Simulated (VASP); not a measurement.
Level of theory: revPBE GGA, VASP's PBE PAW potentials (set 64) (plane waves; VASP).

VASP ran on this input.

File POSCAR:
```
Ru
1
    1.3550000000    -2.3469290000     0.0000000000
    1.3550000000     2.3469290000     0.0000000000
    0.0000000000     0.0000000000     4.2800000000
Ru
2
Direct
  0.3333330000   0.6666670000   0.2500000000
  0.6666670000   0.3333330000   0.7500000000
```

### KPOINTS
```
Automatic mesh
0
Gamma
14 14 8
0 0 0
```

### INCAR
```
EDIFFG = -0.01
PREC = Accurate
ISMEAR = 1   ! Methfessel-Paxton
IBRION = 2
LWAVE = .FALSE.
LCHARG = .FALSE.
NSW = 60
ISIF = 3
NELM = 100
ALGO = Normal
SIGMA = 0.1
GGA = RE
EDIFF = 1E-6   ! SCF stop (eV)
ENCUT = 520
LASPH = .TRUE.
SYSTEM = Ru
LMAXMIX = 4   ! l cut-off of mixed one-centre charges
LREAL = .FALSE.
```

POTCAR, in this order: Ru_pv (PBE.64 set). Program: vasp_std.

Output

### OUTCAR
```
 ion  position               nearest neighbor table
   1  0.333  0.667  0.250-   2 2.65   2 2.65   2 2.65   2 2.65   2 2.65   2 2.65
   2  0.667  0.333  0.750-   1 2.65   1 2.65   1 2.65   1 2.65   1 2.65   1 2.65
  LATTYP: Found a hexagonal cell.
 ALAT       =     2.7100001349
 C/A-ratio  =     1.5793357148
 Subroutine PRICEL returns:
 Original cell was already a primitive cell.
 Subroutine GETGRP returns: Found 24 space group operations
The static configuration has the point symmetry D_3d.
 The point group associated with its full space group is D_6h.
The dynamic configuration has the point symmetry D_3d.
 Subroutine INISYM returns: Found 24 space group operations
 Subroutine IBZKPT returns following result:
 Found    120 irreducible k-points:

 Following reciprocal coordinates:
            Coordinates               Weight
  0.000000  0.000000  0.000000      1.000000
  0.071429  0.000000  0.000000      6.000000
  0.142857  0.000000  0.000000      6.000000
  0.214286  0.000000  0.000000      6.000000
  0.285714  0.000000  0.000000      6.000000
  0.357143  0.000000  0.000000      6.000000
  0.428571  0.000000  0.000000      6.000000
  0.500000  0.000000  0.000000      3.000000
  0.071429  0.071429  0.000000      6.000000
  0.142857  0.071429  0.000000     12.000000
  0.214286  0.071429  0.000000     12.000000
  0.285714  0.071429  0.000000     12.000000
  0.357143  0.071429  0.000000     12.000000
  0.428571  0.071429  0.000000     12.000000
  0.142857  0.142857  0.000000      6.000000
  0.214286  0.142857  0.000000     12.000000
  0.285714  0.142857  0.000000     12.000000
  0.357143  0.142857  0.000000     12.000000
  0.428571  0.142857  0.000000      6.000000
  0.214286  0.214286  0.000000      6.000000
  0.285714  0.214286  0.000000     12.000000
  0.357143  0.214286  0.000000     12.000000
  0.285714  0.285714  0.000000      6.000000
  0.357143  0.285714  0.000000      6.000000
  0.000000  0.000000  0.125000      2.000000
  0.071429  0.000000  0.125000     12.000000
  0.142857  0.000000  0.125000     12.000000
  0.214286  0.000000  0.125000     12.000000
  0.285714  0.000000  0.125000     12.000000
  0.357143  0.000000  0.125000     12.000000
  0.428571  0.000000  0.125000     12.000000
  0.500000  0.000000  0.125000      6.000000
  0.071429  0.071429  0.125000     12.000000
  0.142857  0.071429  0.125000     24.000000
  0.214286  0.071429  0.125000     24.000000
  0.285714  0.071429  0.125000     24.000000
  0.357143  0.071429  0.125000     24.000000
  0.428571  0.071429  0.125000     24.000000
  0.142857  0.142857  0.125000     12.000000
  0.214286  0.142857  0.125000     24.000000
   k-points           NKPTS =    120   k-points in BZ     NKDIM =    120   number of bands    NBANDS=     18
   number of dos      NEDOS =    301   number of ions     NIONS =      2
   total plane-waves  NPLWV =  12800
   dimension x,y,z NGX =    20 NGY =   20 NGZ =   32
   dimension x,y,z NGXF=    40 NGYF=   40 NGZF=   64
   ions per type =               2
   PREC   = accura    normal or accurate (medium, high low for compatibility)
   ISTART =      0    job   : 0-new  1-cont  2-samecut
   ICHARG =      2    charge: 1-file 2-atom 10-const
   ISPIN  =      1    spin polarized calculation?
   LNONCOLLINEAR =      F non collinear calculations
   LSORBIT =      F    spin-orbit coupling
   INIWAV =      1    electr: 0-lowe 1-rand  2-diag
   ENCUT  =  520.0 eV  38.22 Ry    6.18 a.u.   5.04  5.04  7.96*2*pi/ulx,y,z
   NELM   =    100;   NELMIN=  2; NELMDL= -5     # of ELM steps
   EDIFF  = 0.1E-05   stopping-criterion for ELM
   LREAL  =      F    real-space projection
...
```

OSZICAR:
```
...
DAV:   6    -0.175188997322E+02    0.11760E+01   -0.31407E+00  4356   0.187E+01    0.470E+00
DAV:   7    -0.174382060583E+02    0.80694E-01   -0.26624E-01  4418   0.497E+00    0.113E+00
DAV:   8    -0.174310275964E+02    0.71785E-02   -0.77054E-03  4498   0.103E+00    0.152E-01
DAV:   9    -0.174311417316E+02   -0.11414E-03   -0.46076E-04  6050   0.213E-01    0.604E-02
DAV:  10    -0.174311441458E+02   -0.24143E-05   -0.24041E-05  4518   0.561E-02    0.293E-02
DAV:  11    -0.174311536691E+02   -0.95232E-05   -0.23440E-06  3166   0.188E-02    0.167E-03
DAV:  12    -0.174311536215E+02    0.47570E-07   -0.85029E-08  2210   0.273E-03
   1 F= -.17431154E+02 E0= -.17430699E+02  d E =-.174312E+02
       N       E                     dE             d eps       ncg     rms          rms(c)
DAV:   1    -0.206301172618E+02   -0.31990E+01   -0.69019E+01  4324   0.104E+02    0.121E+01
DAV:   2    -0.173428554772E+02    0.32873E+01   -0.10282E+01  4324   0.330E+01    0.372E+00
DAV:   3    -0.173210960672E+02    0.21759E-01   -0.32890E-01  4334   0.527E+00    0.174E+00
DAV:   4    -0.173462644877E+02   -0.25168E-01   -0.15129E-02  4418   0.112E+00    0.676E-01
DAV:   5    -0.173520627026E+02   -0.57982E-02   -0.55310E-03  4766   0.582E-01    0.119E-01
DAV:   6    -0.173520273794E+02    0.35323E-04   -0.22191E-04  4858   0.125E-01    0.209E-02
DAV:   7    -0.173520232908E+02    0.40886E-05   -0.17543E-05  5024   0.326E-02    0.889E-03
DAV:   8    -0.173520222447E+02    0.10461E-05   -0.61780E-07  2688   0.522E-03    0.322E-03
DAV:   9    -0.173520205509E+02    0.16938E-05   -0.22446E-07  2178   0.452E-03    0.208E-03
DAV:  10    -0.173520203141E+02    0.23680E-06   -0.58859E-08  2166   0.125E-03
   2 F= -.17352020E+02 E0= -.17351489E+02  d E =0.791333E-01
       N       E                     dE             d eps       ncg     rms          rms(c)
DAV:   1    -0.191550643724E+02   -0.18030E+01   -0.35706E+01  4336   0.718E+01    0.121E+01
DAV:   2    -0.174662744864E+02    0.16888E+01   -0.50991E+00  4332   0.239E+01    0.190E+00
DAV:   3    -0.174278725627E+02    0.38402E-01   -0.25611E-01  4380   0.477E+00    0.150E+00
DAV:   4    -0.174412834448E+02   -0.13411E-01   -0.10521E-02  4416   0.969E-01    0.441E-01
DAV:   5    -0.174435054572E+02   -0.22220E-02   -0.23677E-03  4850   0.364E-01    0.753E-02
DAV:   6    -0.174434385842E+02    0.66873E-04   -0.10713E-04  4800   0.839E-02    0.103E-02
DAV:   7    -0.174434397883E+02   -0.12041E-05   -0.11168E-05  4848   0.287E-02    0.718E-03
DAV:   8    -0.174434399006E+02   -0.11224E-06   -0.44500E-07  2446   0.514E-03
   3 F= -.17443440E+02 E0= -.17442955E+02  d E =-.122863E-01
       N       E                     dE             d eps       ncg     rms          rms(c)
DAV:   1    -0.174435364312E+02   -0.96643E-04   -0.19181E-03  4338   0.539E-01    0.757E-02
DAV:   2    -0.174434458643E+02    0.90567E-04   -0.26540E-04  4330   0.172E-01    0.125E-02
DAV:   3    -0.174434452692E+02    0.59508E-06   -0.13313E-05  4358   0.345E-02    0.703E-03
DAV:   4    -0.174434483624E+02   -0.30932E-05   -0.10386E-06  2750   0.101E-02    0.983E-04
DAV:   5    -0.174434482791E+02    0.83265E-07   -0.13730E-07  2164   0.377E-03
   4 F= -.17443448E+02 E0= -.17442963E+02  d E =-.122947E-01
       N       E                     dE             d eps       ncg     rms          rms(c)
DAV:   1    -0.174435302540E+02   -0.81892E-04   -0.18258E-03  4334   0.526E-01    0.739E-02
DAV:   2    -0.174434435184E+02    0.86736E-04   -0.25394E-04  4330   0.168E-01    0.122E-02
DAV:   3    -0.174434429363E+02    0.58214E-06   -0.12737E-05  4362   0.338E-02    0.693E-03
DAV:   4    -0.174434458731E+02   -0.29368E-05   -0.97105E-07  2698   0.984E-03    0.924E-04
DAV:   5    -0.174434457939E+02    0.79175E-07   -0.12709E-07  2160   0.364E-03
   5 F= -.17443446E+02 E0= -.17442962E+02  d E =-.122922E-01
       N       E                     dE             d eps       ncg     rms          rms(c)
DAV:   1    -0.174449655466E+02   -0.15197E-02   -0.56884E-02  4366   0.208E+00    0.234E-01
DAV:   2    -0.174437499888E+02    0.12156E-02   -0.16950E-03  4348   0.396E-01    0.981E-02
DAV:   3    -0.174434947919E+02    0.25520E-03   -0.86232E-04  5176   0.208E-01    0.212E-02
DAV:   4    -0.174434958957E+02   -0.11038E-05   -0.26415E-05  5096   0.602E-02    0.129E-02
DAV:   5    -0.174434963862E+02   -0.49044E-06   -0.22588E-06  3532   0.110E-02
   6 F= -.17443496E+02 E0= -.17443031E+02  d E =-.505922E-04
       N       E                     dE             d eps       ncg     rms          rms(c)
DAV:   1    -0.174437005190E+02   -0.20462E-03   -0.69892E-03  4366   0.730E-01    0.822E-02
DAV:   2    -0.174435497700E+02    0.15075E-03   -0.21029E-04  4352   0.139E-01    0.346E-02
DAV:   3    -0.174435177335E+02    0.32036E-04   -0.10709E-04  5126   0.731E-02    0.728E-03
DAV:   4    -0.174435178917E+02   -0.15815E-06   -0.32799E-06  4110   0.213E-02
   7 F= -.17443518E+02 E0= -.17443044E+02  d E =-.720978E-04
       N       E                     dE             d eps       ncg     rms          rms(c)
DAV:   1    -0.174435182719E+02   -0.53835E-06   -0.20924E-05  4350   0.397E-02    0.391E-03
DAV:   2    -0.174435179459E+02    0.32601E-06   -0.50385E-07  2166   0.678E-03
   8 F= -.17443518E+02 E0= -.17443044E+02  d E =-.721520E-04
       N       E                     dE             d eps       ncg     rms          rms(c)
DAV:   1    -0.174436439737E+02   -0.12570E-03   -0.55717E-03  4364   0.651E-01    0.732E-02
DAV:   2    -0.174435239486E+02    0.12003E-03   -0.16649E-04  4346   0.123E-01    0.307E-02
DAV:   3    -0.174434986951E+02    0.25253E-04   -0.86085E-05  5240   0.650E-02    0.698E-03
DAV:   4    -0.174434988142E+02   -0.11915E-06   -0.24228E-06  3532   0.187E-02
   9 F= -.17443499E+02 E0= -.17443019E+02  d E =-.530203E-04
       N       E                     dE             d eps       ncg     rms          rms(c)
DAV:   1    -0.174436265007E+02   -0.12781E-03   -0.41589E-03  4366   0.562E-01    0.640E-02
DAV:   2    -0.174435361339E+02    0.90367E-04   -0.12621E-04  4352   0.108E-01    0.269E-02
DAV:   3    -0.174435171705E+02    0.18963E-04   -0.63733E-05  5144   0.567E-02    0.543E-03
DAV:   4    -0.174435172167E+02   -0.46241E-07   -0.18454E-06  2958   0.165E-02
  10 F= -.17443517E+02 E0= -.17443042E+02  d E =-.714228E-04
       N       E                     dE             d eps       ncg     rms          rms(c)
DAV:   1    -0.174435185159E+02   -0.13455E-05   -0.36560E-05  4352   0.525E-02    0.545E-03
DAV:   2    -0.174435178167E+02    0.69923E-06   -0.95147E-07  2170   0.939E-03
  11 F= -.17443518E+02 E0= -.17443043E+02  d E =-.720228E-04
       N       E                     dE             d eps       ncg     rms          rms(c)
DAV:   1    -0.174439937603E+02   -0.47524E-03   -0.10356E-02  4338   0.125E+00    0.174E-01
DAV:   2    -0.174435203146E+02    0.47345E-03   -0.14372E-03  4332   0.400E-01    0.296E-02
DAV:   3    -0.174435085497E+02    0.11765E-04   -0.72925E-05  4372   0.805E-02    0.165E-02
DAV:   4    -0.174435078457E+02    0.70404E-06   -0.59350E-06  4424   0.233E-02
  12 F= -.17443508E+02 E0= -.17443034E+02  d E =0.997100E-05
       N       E                     dE             d eps       ncg     rms          rms(c)
DAV:   1    -0.174437971208E+02   -0.28857E-03   -0.59465E-03  4340   0.943E-01    0.133E-01
DAV:   2    -0.174435182393E+02    0.27888E-03   -0.82535E-04  4336   0.303E-01    0.223E-02
DAV:   3    -0.174435144704E+02    0.37690E-05   -0.41501E-05  4378   0.607E-02    0.126E-02
DAV:   4    -0.174435205462E+02   -0.60759E-05   -0.32573E-06  3956   0.175E-02    0.169E-03
DAV:   5    -0.174435205492E+02   -0.29650E-08   -0.32920E-07  2160   0.600E-03
  13 F= -.17443521E+02 E0= -.17443046E+02  d E =-.273251E-05
```

### OUTCAR
```
------------------------ aborting loop because EDIFF is reached ----------------------------------------
  FORCE on cell =-STRESS in cart. coord.  units (eV):
  Direction    XX          YY          ZZ          XY          YZ          ZX
  --------------------------------------------------------------------------------------
  Total        0.0098015      0.0098015      0.0041141     -0.0000000      0.0000000      0.0000000
  in kB        0.5646455      0.5646456      0.2370050     -0.0000000      0.0000000      0.0000000
  external PRESSURE =       0.4554320 kB  Pullay stress =       0.0000000 kB
  volume of cell :       27.81
      direct lattice vectors                 reciprocal lattice vectors
     1.365772372 -2.365587300  0.000000000     0.366093216 -0.211364003  0.000000000
     1.365772372  2.365587300  0.000000000     0.366093216  0.211364003  0.000000000
    -0.000000000  0.000000000  4.304072705    -0.000000000 -0.000000000  0.232338083
 POSITION                                       TOTAL-FORCE (eV/Angst)
 -----------------------------------------------------------------------------------
      1.36577      0.78853      1.07602         0.000000      0.000000      0.000000
      1.36577     -0.78853      3.22805        -0.000000     -0.000000      0.000000
 -----------------------------------------------------------------------------------
    total drift:                               -0.000000      0.000520     -0.000045
  FREE ENERGIE OF THE ION-ELECTRON SYSTEM (eV)
  ---------------------------------------------------
  free  energy   TOTEN  =       -17.4435205492 eV

  energy  without entropy=      -17.4420976397  energy(sigma->0) =      -17.44304625

 reached required accuracy - stopping structural energy minimisation
```
(Selected blocks of OUTCAR.)

File CONTCAR:
```
Ru
   1.00000000000000
     1.3657723722190966   -2.3655872997213447    0.0000000000000000
     1.3657723722190966    2.3655872997213447    0.0000000000000000
    -0.0000000000000000    0.0000000000000000    4.3040727054978678
  Ru
     2
Direct
     0.3333330000000032    0.6666669999999968    0.2500000000000000
     0.6666669999999968    0.3333330000000032    0.7500000000000000
```

Energy and stress use the plane-wave basis of the starting cell.

The compound is Ru in the hcp structure. This run relaxes it. Symmetry was kept, so distortions that lower it aren't found.
